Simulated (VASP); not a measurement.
Input of a VASP 6.6.1 run:

The input INCAR:

```
  PREC = Accurate
  ENCUT = 520
  EDIFF = 1E-6
  ISMEAR = 0
  SIGMA = 0.05
  LREAL = False
  LASPH = True
  NELM = 80
  ALGO = Fast
  ISIF = 2
  LWAVE = False
  LCHARG = False
  ISPIN = 2
  MAGMOM = 0.5 0 0
  LORBIT = 11
  LMAXMIX = 4
  LDAU = True
  LDAUTYPE = 2
  LDAUL = 2 -1
  LDAUU = 5 0
  LDAUJ = 0 0
  LDAUPRINT = 1
  GGA = PS
  NBANDS = 24
```

The input KPOINTS:

```
regular mesh
0
Gamma
  6 6 6
```

Contents of POSCAR:

```
TcSe2
1.0
    1.9284189500      1.1133732000      5.8303367600
   -1.9284189500      1.1133732000      5.8303367600
    0.0000000000     -2.2267463900      5.8303367600
Tc Se
1 2
Direct
    0.0000000000      0.0000000000      0.0000000000
    0.2520000000      0.2520000000      0.2520000000
    0.7480000000      0.7480000000      0.7480000000
```

Potentials or basis: VASP PAW PBE potentials, release 64 (Tc_pv, Se).

Run with:

```sh
$ cat potpaw_PBE.64/Tc_pv/POTCAR potpaw_PBE.64/Se/POTCAR > POTCAR
$ mpirun -np 1 vasp_std > vasp.out
```

(1) Estimate the largest force.

(2) Predict the band gap on the k mesh.

(3) Predict the pressure.

## Answers

(1) 0.341 eV/Å.

(2) 0.19 eV, indirect (least direct gap 0.77 eV).

(3) -4.2 GPa.

Caveat: the PAW data sets were made with another functional, which shifts forces and pressure a little.
